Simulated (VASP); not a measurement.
Here is the system:

HfC is taken in the cubic space group Fm-3m (No. 225), the rock salt structure, Pearson symbol cF8. Conventional cell: a = b = c = 4.6477 Å, α = β = γ = 90.00°. Hf on 4a has 6 C at 2.324 Å (octahedral). C on 4b has 6 Hf at 2.324 Å (octahedral). (Neighbours: up to the widest gap in distance over summed covalent radii, below 1.35, at either atom; cation-cation and far metal-metal contacts left out.)
(The calculation used a cell of 2 atoms; values per cell refer to that cell.)

The numbers are results of optB88-vdW, VASP's PBE PAW potentials (set 64) (plane waves; VASP), not measurements. Settings: 520 eV cut-off, 14×14×14 Γ-centred mesh, first-order Methfessel-Paxton smearing of 0.10 eV, potentials Hf_pv C.

Question: Give the energy at these volumes per atom, relative to the lowest: 11.80, 12.18, 12.55, 12.93, 13.30 Å³.

Answer: 37.7, 8.9, 0.0, 8.2, 31.2 meV/atom. A third-order Birch-Murnaghan fit gives B0 = 243 GPa and B0′ = 4.1.

Measured: a 4.638 Å (computed value off by +0.2 %), as given by Guo-Xu Zhang et al., New Journal of Physics (2018), doi:10.1088/1367-2630/aac7f0. The calculation is for a static lattice, while the measured a holds thermal and zero-point effects, which are part of the difference.

The compound is HfC in the rock salt structure. It was relaxed first.
